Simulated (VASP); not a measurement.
These are PBE GGA, VASP's PBE PAW potentials (set 64) (plane waves; VASP 6.6.1) values and carry that method's errors.

VASP input:

KPOINTS:
```
Regular mesh
0
G
5 5 4
0 0 0
```

**POSCAR**
```
Se
1
    2.2287000000    -3.8602220000     0.0000000000
    2.2287000000     3.8602220000     0.0000000000
    0.0000000000     0.0000000000     5.0490000000
Se
3
Direct
  0.0000000000   0.2250000000   0.6666670000
  0.7750000000   0.7750000000   0.0000000000
  0.2250000000   0.0000000000   0.3333330000
```

INCAR:
```
# general
SYSTEM   =  Se
PREC     =  Accurate
ENCUT    =  520   # plane-wave cut-off (eV)
LREAL    =  .FALSE.   # projection in real space or not
LASPH    =  .TRUE.   # aspherical one-centre terms

# electronic loop
EDIFF    =  1E-6
NELM     =  100
ALGO     =  Normal
LMAXMIX  =  4   # l cut-off of mixed one-centre charges

# smearing
ISMEAR   =  0   # Gaussian
SIGMA    =  0.05

# functional
GGA      =  PE   # PBE

# ions
ISIF     =  2   # forces and stress, cell fixed

# output
LWAVE    =  .FALSE.
LCHARG   =  .FALSE.
```

POTCAR, in this order: Se (PBE.64 set). Program: vasp_std.

The resulting files:

File OSZICAR:
```
       N       E                     dE             d eps       ncg     rms          rms(c)
DAV:   1     0.908912413039E+02    0.90891E+02   -0.71699E+03   442   0.113E+03
DAV:   2    -0.374427610150E+01   -0.94636E+02   -0.91463E+02   599   0.182E+02
DAV:   3    -0.105131967709E+02   -0.67689E+01   -0.66556E+01   527   0.545E+01
DAV:   4    -0.105882903046E+02   -0.75094E-01   -0.74864E-01   522   0.660E+00
DAV:   5    -0.105889296836E+02   -0.63938E-03   -0.63935E-03   547   0.626E-01    0.637E+00
DAV:   6    -0.105272901400E+02    0.61640E-01   -0.40396E-02   507   0.147E+00    0.394E+00
DAV:   7    -0.105066449713E+02    0.20645E-01   -0.78945E-02   487   0.204E+00    0.195E-01
DAV:   8    -0.105060564734E+02    0.58850E-03   -0.98939E-03   477   0.703E-01    0.981E-02
DAV:   9    -0.105061909287E+02   -0.13446E-03   -0.31186E-04   567   0.137E-01    0.288E-02
DAV:  10    -0.105062250756E+02   -0.34147E-04   -0.57933E-05   472   0.587E-02    0.834E-03
DAV:  11    -0.105062284407E+02   -0.33651E-05   -0.10326E-05   527   0.218E-02    0.370E-03
DAV:  12    -0.105062281648E+02    0.27592E-06   -0.20863E-06   341   0.106E-02
   1 F= -.10506228E+02 E0= -.10506228E+02  d E =-.541668E-16
```

File OUTCAR:
```
------------------------ aborting loop because EDIFF is reached ----------------------------------------
  FORCE on cell =-STRESS in cart. coord.  units (eV):
  Direction    XX          YY          ZZ          XY          YZ          ZX
  --------------------------------------------------------------------------------------
  Total       -0.1649107     -0.1649107     -0.1373297      0.0000000      0.0000000      0.0000000
  in kB       -3.0413056     -3.0413062     -2.5326530      0.0000000      0.0000000      0.0000000
  external PRESSURE =      -2.8717549 kB  Pullay stress =       0.0000000 kB
  volume of cell :       86.88
      direct lattice vectors                 reciprocal lattice vectors
     2.228700000 -3.860222000  0.000000000     0.224346031 -0.129526229  0.000000000
     2.228700000  3.860222000  0.000000000     0.224346031  0.129526229  0.000000000
     0.000000000  0.000000000  5.049000000     0.000000000  0.000000000  0.198059022
 POSITION                                       TOTAL-FORCE (eV/Angst)
 -----------------------------------------------------------------------------------
      0.50146      0.86855      3.36600        -0.065411     -0.113296     -0.000000
      3.45448      0.00000      0.00000         0.130823      0.000000      0.000000
      0.50146     -0.86855      1.68300        -0.065411      0.113296      0.000000
 -----------------------------------------------------------------------------------
    total drift:                               -0.000198     -0.000449      0.000008
  FREE ENERGIE OF THE ION-ELECTRON SYSTEM (eV)
  ---------------------------------------------------
  free  energy   TOTEN  =       -10.5062281648 eV

  energy  without entropy=      -10.5062281648  energy(sigma->0) =      -10.50622816
```
(Selected blocks of OUTCAR.)

### OUTCAR
```
 val. band max:        2.0362131301   @ k =   0.4000   0.2000   0.5000

 cond. band min:       3.3143808461   @ k =   0.4000   0.2000   0.5000


 Fermi energy:         2.3149287350

 k-point     1 :       0.0000    0.0000    0.0000
  band No.  band energies     occupation
      1     -13.3012      2.00000
      2      -9.5040      2.00000
      3      -9.5040      2.00000
      4      -1.5890      2.00000
      5      -1.5890      2.00000
      6      -1.4040      2.00000
      7       0.2450      2.00000
      8       0.2451      2.00000
      9       1.7363      2.00000
     10       3.8856      0.00000
     11       3.8856      0.00000
     12       4.2279      0.00000
     13       8.1154      0.00000

 k-point     2 :       0.2000   -0.0000    0.0000
  band No.  band energies     occupation
      1     -13.1697      2.00000
      2      -9.6285      2.00000
      3      -9.4969      2.00000
      4      -2.2630      2.00000
      5      -1.9323      2.00000
      6      -1.2728      2.00000
      7       0.2493      2.00000
      8       0.5802      2.00000
      9       1.4844      2.00000
     10       3.8623      0.00000
     11       3.9279      0.00000
     12       4.5709      0.00000
     13       8.2747      0.00000

 k-point     3 :       0.4000    0.0000    0.0000
  band No.  band energies     occupation
      1     -12.9231      2.00000
      2      -9.8867      2.00000
      3      -9.4842      2.00000
      4      -2.6697      2.00000
      5      -2.2925      2.00000
      6      -1.2081      2.00000
      7      -0.3408      2.00000
      8       0.4525      2.00000
      9       1.2154      2.00000
     10       3.9653      0.00000
     11       4.2877      0.00000
     12       5.6330      0.00000
     13       7.6583      0.00000

 k-point     4 :       0.2000    0.2000    0.0000
  band No.  band energies     occupation
      1     -12.9756      2.00000
      2      -9.7731      2.00000
      3      -9.5473      2.00000
...
```

The compound is Se in the trig structure. The cell was not relaxed at this level. The run is one of a series of settings (ENCUT = 520 against the base run), some of them coarse on purpose.
